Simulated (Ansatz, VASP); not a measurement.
# SiO2 (Cristobalite): VASP beside Ansatz, part 2 of 2

One calculation is typed for both programs; each brings its own data sets. How far apart do they land? The cell is taken from a series of runs on this material, whose earlier steps may have relaxed, scaled, displaced or heated it; both programs get it as it stands.

VASP 6.6.1 and Ansatz 0.2.0.

So far: The structure; VASP: dielectric response, PBE.

### 3. Ansatz: dielectric response, PBE

Level of this step: Ansatz beside VASP: Kohn-Sham DFT, plane waves, PBE (Ansatz).

Ansatz runs on its PAW soft_1 files.

The same cell, functional and mesh now go to Ansatz, which takes its cutoff from its data sets.

The input, input.yaml:

```yaml
crystal:
  lattice:
    - [4.982, 0.0, 0.0]
    - [0.0, 4.982, 0.0]
    - [0.0, 0.0, 6.963]
  atoms:
    - { symbol: Si, position: [0.29897, 0.29897, 0.0] }
    - { symbol: Si, position: [0.20103, 0.79897, 0.25] }
    - { symbol: Si, position: [0.70103, 0.70103, 0.5] }
    - { symbol: Si, position: [0.79897, 0.20103, 0.75] }
    - { symbol: O, position: [0.23989, 0.10347, 0.17813] }
    - { symbol: O, position: [0.39653, 0.73989, 0.42813] }
    - { symbol: O, position: [0.76011, 0.89653, 0.67813] }
    - { symbol: O, position: [0.60347, 0.26011, 0.92813] }
    - { symbol: O, position: [0.73989, 0.39653, 0.57187] }
    - { symbol: O, position: [0.89653, 0.76011, 0.32187] }
    - { symbol: O, position: [0.26011, 0.60347, 0.07187] }
    - { symbol: O, position: [0.10347, 0.23989, 0.82187] }
kpoints:
  mp_grid: { grid: [4, 4, 4] }
hamiltonian:
  xc: pbe
  pseudopotentials: { kind: paw, azcp: { folder: soft_1 } }
scf:
  occupations: { method: fixed }
dielectric: {}
```

On the command line:

```bash
$ ansatz run input.yaml --threads 3 --pin off --max-ram 92160MiB --backend cuda --events-out ev --progress --plain --runs-dir out --devices 1 --max-vram 13GiB
```

Numbers of over 12 decimals in the logs are rounded to 6 here.

The log of the run:

```text
GPUs: using 1 of 1 available (devices: 1).
Engine: ansatz 0.2.0, x86_64-unknown-linux-gnu
Pseudopotentials: kind: paw
Pseudopotential: Si, paw, valence charge 4, recommended cutoff 420 eV (normal), soft_1/Si.paw.azcp
Pseudopotential: O, paw, valence charge 6, recommended cutoff 420 eV (normal), soft_1/O.paw.azcp
Functional definition: PBE
  parameter kappa = 0.804
  parameter beta = 0.066725
  exchange = pbe_x(kappa = kappa, mu = beta*pi^2/3)
  correlation = pbe_c(beta = beta)
device memory: the entry about to start is reckoned to put 2.7 GiB on a device that reports 44.7 GiB free (of which the cap on the GPU budget leaves the run 13.0 GiB)
GPU FFT provider: cuFFT
GPU libraries: cuBLAS 13.8.2, cuFFT 12.4.0, cuSOLVER 12.3.4
Crystal: 12 atoms, lattice volume = 172.824 Å³
Basis set: ecut = 420 eV, 3387 PW (Γ), exchange–correlation on 72×72×96 points (8 copies of the dense FFT grid, shifted against one another)
Bands: 44, of which v1, the nominal top of the filled ones, is band 32 counted from 1 (31 counted from 0)
Symmetry: 8 space group operations
k-points: 36 of 64 (irreducible under 1 space group operation, time reversal used)
Non-local potential: Si, projectors of the file, l = 0: 2, l = 1: 2, l = 2: 1
Non-local potential: O, projectors of the file, l = 0: 2, l = 1: 2, l = 2: 1
PAW form: soft (Blöchl's): semilocal exchange-correlation on the pseudo side does not see the compensation charge
PAW one-centre angular grid: Si, 110 points (default); XC on 64 Gauss nodes
PAW one-centre angular grid: O, 110 points (default); XC on 64 Gauss nodes
Initial density: superposition of atomic densities (chi_scale 0.1, normalization cell, long waves kept (reshape's long-wave potential 0.00 eV rms))
Initial wavefunctions: pseudopotential atomic-orbital guess
GPU buffer pool allocated for 62208 grid points (all kernels)
GPU transforms: local potential and band sums: pruned to the plane-wave sphere, on 36×36×48
Functional: x = pbe(κ = 0.804, μ = 0.219515), c = pbe(β = 0.066725)
SCF iter   1: F=—  HF=-7103.493884 eV  |F-HF|=—  |Δ(HF+E_count)|=         —  Δρ=1.28e-1  dr2=2.53e1  ethr=3.10e-3  ⟨swp⟩=4.9  Hψ=6205  notcnv=0  defer=333
preconditioner: auto → Resta (q_TF=auto, 2.312 Å⁻¹)  ε∞=2.5  [insulator: Δε(μ)=7.424 eV  Ē_g=18.184 eV  n_scr=36 (ndim 8)  ℏωp=22.6 eV  f_vac=0.116  ε∞_Penn≈2.5]
SCF iter   2: F=—  HF=-7096.398869 eV  |F-HF|=—  |Δ(HF+E_count)|=    7.10e0  Δρ=4.21e-2  dr2=1.29e0  ethr=3.10e-3  ⟨swp⟩=4.3  Hψ=4314  notcnv=0  defer=333
SCF iter   3: F=—  HF=-7096.290292 eV  |F-HF|=—  |Δ(HF+E_count)|=   1.09e-1  Δρ=2.07e-2  dr2=4.22e-1  ethr=2.01e-3  ⟨swp⟩=2.0  Hψ=1475  notcnv=0  defer=351
SCF iter   4: F=—  HF=-7096.298398 eV  |F-HF|=—  |Δ(HF+E_count)|=   8.11e-3  Δρ=1.58e-3  dr2=3.66e-3  ethr=6.60e-4  ⟨swp⟩=3.0  Hψ=2617  notcnv=0  defer=354
SCF iter   5: F=—  HF=-7096.303561 eV  |F-HF|=—  |Δ(HF+E_count)|=   5.16e-3  Δρ=3.70e-4  dr2=1.73e-4  ethr=5.72e-6  ⟨swp⟩=3.2  Hψ=2664  notcnv=0  defer=357
SCF iter   6: F=—  HF=-7096.303687 eV  |F-HF|=—  |Δ(HF+E_count)|=   1.26e-4  Δρ=5.75e-5  dr2=5.71e-6  ethr=2.70e-7  ⟨swp⟩=2.0  Hψ=2333  notcnv=0  defer=357
SCF iter   7: F=—  HF=-7096.303917 eV  |F-HF|=—  |Δ(HF+E_count)|=   2.31e-4  Δρ=9.78e-6  dr2=1.67e-7  ethr=8.92e-9  ⟨swp⟩=2.0  Hψ=2648  notcnv=0  defer=357
SCF iter   8: F=—  HF=-7096.303918 eV  |F-HF|=—  |Δ(HF+E_count)|=   3.42e-7  Δρ=2.49e-6  dr2=7.53e-9  ethr=2.60e-10  ⟨swp⟩=2.5  Hψ=2758  notcnv=0  defer=357
SCF iter   9: F=—  HF=-7096.303918 eV  |F-HF|=—  |Δ(HF+E_count)|=   1.33e-8  Δρ=3.01e-7  dr2=1.18e-10  ethr=1.18e-11  ⟨swp⟩=2.0  Hψ=2253  notcnv=0  defer=357
SCF iter  10: F=-7096.303918 eV  HF=-7096.303918 eV  |F-HF|=1.82e-12  |Δ(HF+E_count)|=  4.22e-10  Δρ=5.79e-8  dr2=4.04e-12  ethr=1.00e-12  ⟨swp⟩=14.4  Hψ=8232  notcnv=0
SCF 1 converged in 10 iterations: F = -7096.303918 eV  dr2 = 4.04e-12
  greatest PAW one-centre occupation: 0.861 electrons in one spin orbital (limit 2), on the O atom at site 10 (counted from 0), in its partial waves of l = 0
the response reads at least the filled bands of the reference SCF and the lowest empty band at each k-point, and that SCF's band table does not vouch for those bands. The notice of the band table in this run's record says why
device memory: the entry about to start is reckoned to put 0.1 GiB (of the 0.2 GiB reckoned in all, the device holds 0.1 GiB already) on a device that reports 37.7 GiB free (of which the cap on the GPU budget leaves the run 12.9 GiB)
device memory: the entry about to start is reckoned to put 2.1 GiB (of the 2.2 GiB reckoned in all, the device holds 0.1 GiB already) on a device that reports 37.7 GiB free (of which the cap on the GPU budget leaves the run 12.9 GiB)
DFPT response loops at Γ: preconditioner auto → none (the input reference at scf.mixing.eps_inf says where Resta's filter doesn't serve); β = 0.50; Broyden in place of MSR1
── the response to a field inside a basis, on 4×4×4 k-points: an SCF that follows is theirs, and a resumed run solves both again ──
device memory: the entry about to start is reckoned to put 0.3 GiB on a device that reports 57.6 GiB free (of which the cap on the GPU budget leaves the run 12.9 GiB)
GPU FFT provider: cuFFT
GPU libraries: cuBLAS 13.8.2, cuFFT 12.4.0, cuSOLVER 12.3.4
Bands: 33, of which v1, the nominal top of the filled ones, is band 32 counted from 1 (31 counted from 0)
k-points: 6 of 64 (time reversal used)
Initial density: handed on by an earlier stage of this run
Initial wavefunctions: pseudopotential atomic-orbital guess (no wavefunctions were taken with the density)
GPU buffer pool allocated for 62208 grid points (all kernels)
GPU transforms: band sums: pruned to the plane-wave sphere, on 36×36×48
Eigensolver: Dense (6 Hₖ)
SCF iter   1: F=—  HF=-7096.115155 eV  |F-HF|=—  |Δ(HF+E_count)|=         —  Δρ=3.86e-4  dr2=6.88e-5  ethr=1.00e-1
preconditioner: auto → Resta (q_TF=auto, 2.312 Å⁻¹)  ε∞=3.5  [insulator: Δε(μ)=6.271 eV  Ē_g=14.331 eV  n_scr=36 (ndim 8)  ℏωp=22.6 eV  f_vac=0.231  ε∞_Penn≈3.5]
SCF iter   2: F=—  HF=-7096.115185 eV  |F-HF|=—  |Δ(HF+E_count)|=   2.99e-5  Δρ=1.90e-4  dr2=2.08e-5  ethr=1.07e-7
SCF iter   3: F=—  HF=-7096.115198 eV  |F-HF|=—  |Δ(HF+E_count)|=   1.35e-5  Δρ=5.58e-5  dr2=2.28e-6  ethr=3.25e-8
SCF iter   4: F=—  HF=-7096.115198 eV  |F-HF|=—  |Δ(HF+E_count)|=   1.94e-7  Δρ=6.70e-6  dr2=1.06e-7  ethr=3.57e-9
SCF iter   5: F=-7096.115198 eV  HF=-7096.115198 eV  |F-HF|=2.52e-9  |Δ(HF+E_count)|=   3.65e-8  Δρ=9.34e-7  dr2=1.98e-9  ethr=1.65e-10
SCF 1 converged in 5 iterations: F = -7096.115198 eV  dr2 = 1.98e-9
  greatest PAW one-centre occupation: 0.861 electrons in one spin orbital (limit 2), on the O atom at site 11 (counted from 0), in its partial waves of l = 0
device memory: the entry about to start is reckoned to put 0.1 GiB on a device that reports 55.7 GiB free (of which the cap on the GPU budget leaves the run 12.9 GiB)
device memory: the entry about to start is reckoned to put 2.1 GiB on a device that reports 52.1 GiB free (of which the cap on the GPU budget leaves the run 12.7 GiB)
DFPT response loops at Γ: mixed as the last ones told, above
SCF converged after 10 iterations
Free energy (F): -7096.303918 eV
Harris-Foulkes:  -7096.303918 eV  (|F-HF|=1.82e-12)
Internal energy: -7096.303918 eV  (E = F + TS)
E sigma→0 (E₀):  -7096.303918 eV
Fermi energy:    1.321772 eV
--- Per-component energies (eV) ---
  E_band       = -359.497587
  E_kinetic    = 1560.309173
  E_local      = -4519.465875  (includes V_loc(G=0)·N_el)
  E_nonlocal   = 508.727656
  E_hartree    = 1694.189771
  E_xc         = -805.092274
  E_vxc        = -930.475104  (∫ρ·V_xc dr)
  E_paw        = -3359.149657  (= ΣΔE_a)
  E_vpaw       = -366.979780  (= ΣTr[D̂ρ^β])
  E_aug_tail   = 0.006701  (compensation charges beyond the density's cutoff)
  E_ewald      = -2175.829413
  E_smearing   = -0.000000  (= −TS)
  E_closure    = -0.000000  (closes the sum)
  Σ components = -7096.303918   (vs F -7096.303918, Δ=0.00e0)
--- Band table (eV; the first three rows and the last of 36) ---
  k-point 0: bands = [... 28 lower, 0.6651, 1.0506, 1.0506, 1.3218, 7.0871, 10.2078, 10.2078, 10.6182, ... 8 higher]
  k-point 1: bands = [... 28 lower, 0.7105, 0.8596, 1.0186, 1.2076, 7.4318, 9.4299, 10.4304, 10.7670, ... 8 higher]
  k-point 2: bands = [... 28 lower, 0.8115, 0.8115, 0.9298, 0.9298, 8.3213, 8.3213, 10.8504, 10.8504, ... 8 higher]
  k-point 35: bands = [... 28 lower, 0.6894, 0.6894, 0.6894, 0.6894, 10.6189, 10.6189, 10.6189, 10.6189, ... 8 higher]
--- Dielectric response (ions clamped): 3 representative field directions + reference, inside a basis on a mesh of 64 k-points (Σ response iterations 15) ---
  ε∞ (high-frequency dielectric tensor):
        2.259354     0.000000    -0.000000
        0.000000     2.259354     0.000000
       -0.000000     0.000000     2.250286
  Born effective charges Z* (e; rows j = field, columns β = displacement):
    site 0:
         3.34929    0.01846    0.18611
         0.01846    3.34929   -0.18611
        -0.33867    0.33867    3.31564
    site 1:
         3.34929   -0.01846    0.18611
        -0.01846    3.34929    0.18611
        -0.33867   -0.33867    3.31564
    site 2:
         3.34929    0.01846   -0.18611
         0.01846    3.34929    0.18611
         0.33867   -0.33867    3.31564
    site 3:
         3.34929   -0.01846   -0.18611
        -0.01846    3.34929   -0.18611
         0.33867    0.33867    3.31564
    site 4:
        -1.03392   -0.15565    0.06883
        -0.21629   -2.31537    0.83038
         0.20678    0.82439   -1.65782
    site 5:
        -2.31537    0.21629   -0.83038
         0.15565   -1.03392    0.06883
        -0.82439    0.20678   -1.65782
    site 6:
        -1.03392   -0.15565   -0.06883
        -0.21629   -2.31537   -0.83038
        -0.20678   -0.82439   -1.65782
    site 7:
[...]
site 8:
[...]
site 9:
[...]
-0.15565   -1.03392    0.06883
         0.82439    0.20678   -1.65782
    site 10:
        -1.03392    0.15565    0.06883
         0.21629   -2.31537   -0.83038
         0.20678   -0.82439   -1.65782
    site 11:
        -2.31537   -0.21629   -0.83038
        -0.15565   -1.03392   -0.06883
        -0.82439   -0.20678   -1.65782
  Z* charge neutrality: 3.644e-3 e pre-enforcement
  solved inside a basis spanned on kpoints, on 4×4×4 k-points, its susceptibility summed on 8×8×6: ε∞ is read to err by 8.1e-3, Z* by 1.2e-2 e (field_mesh: kpoints solves on kpoints); Z* is corrected for what the basis lacks
```

### 4. Side by side

Known differences besides the potentials themselves: fixed occupations in Ansatz, narrow Gaussian smearing in VASP; VASP's response is taken on the typed mesh, Ansatz refines its own for the field response alone; the cutoff is 420 eV in Ansatz and 520 eV in VASP. Total energies have different zeros and are not compared.

The two programs side by side:

```tsv
quantity	Ansatz	VASP	difference
ε∞ xx	2.26	2.25	+0.45 %
ε∞ yy	2.26	2.25	+0.45 %
ε∞ zz	2.25	2.24	+0.44 %
Born charge of Si1 (mean of the diagonal) (e)	3.34	3.31	+0.03
Born charge of O5 (mean of the diagonal) (e)	-1.67	-1.65	-0.01
```

### 5. Results

| Item | Value |
| --- | --- |
| difference in ε∞ xx (dielectric response, PBE) | 0.45 % |

In words: The difference in ε∞ xx is 0.45 % (dielectric response, PBE), within the 5 % picked in this series as the mark of a large difference. Such differences can come from data sets, numerical settings and the points named under the comparisons, not from the functional's error against experiment.

[Lines on the potential files, build, host, timing and source positions are cut from VASP's logs without a mark.]

[Logs are printed without paths, hosts, clocks, repeated set-up lines and the standing remarks that a program may print on its own settings, such as how far it seeks lower states.]

[Hosts, paths, dates, database ids (printed as entryN), source tags and the programs' standing remarks are cut or masked in the printed files.]
